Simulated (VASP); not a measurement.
PtBr2:

```xyz
3
Lattice="2.0276 1.1706 6.1302 -2.0276 1.1706 6.1302 0.0000 -2.3413 6.1302" Properties=species:S:1:pos:R:3 pbc="T T T"
Pt    0.0000    0.0000    0.0000
Br    0.0000    0.0000    4.6344
Br    0.0000    0.0000   13.7561
```

The cell was built by a generator and needn't be a form met in nature.

Base run:

- Program: VASP 6.6.1
- Functional: LDA
- Potentials or basis: VASP PAW LDA potentials, release 64 (Pt, Br)
- Cutoff: 520 eV
- k mesh: 6 × 6 × 6
- Occupations: gaussian, width 0.05 eV
- Spin: collinear spin, ferromagnetic start
- Starting moments: [0.5, 0.0, 0.0] μB
- Hubbard terms: Pt d U = 4 eV

Its results: band gap on the k mesh 0.92 eV, indirect (least direct gap 1.11 eV); pressure -8.6 GPa; net moment 2.00 μB per cell; site moments Pt +1.31; Br +0.26 μB; largest force 1.138 eV/Å.

Task: The run is repeated on the same cell with these changes: hubbard terms from Pt d U = 4 eV to none. What comes out?

Result: Band gap on the k mesh none (metal or under the smearing width); pressure -9.3 GPa; net moment 1.74 μB per cell; site moments Pt +0.98; Br +0.27 μB; largest force 1.316 eV/Å.

The U term pushes filled and empty states of the shell apart.

Caveats: forces of over 1 eV/Å show positions far from the minimum, so gaps and moduli don't describe the material at rest; spin-orbit coupling is left out, which moves the levels of the heavy elements (some runs).

A k mesh can miss the band edges.
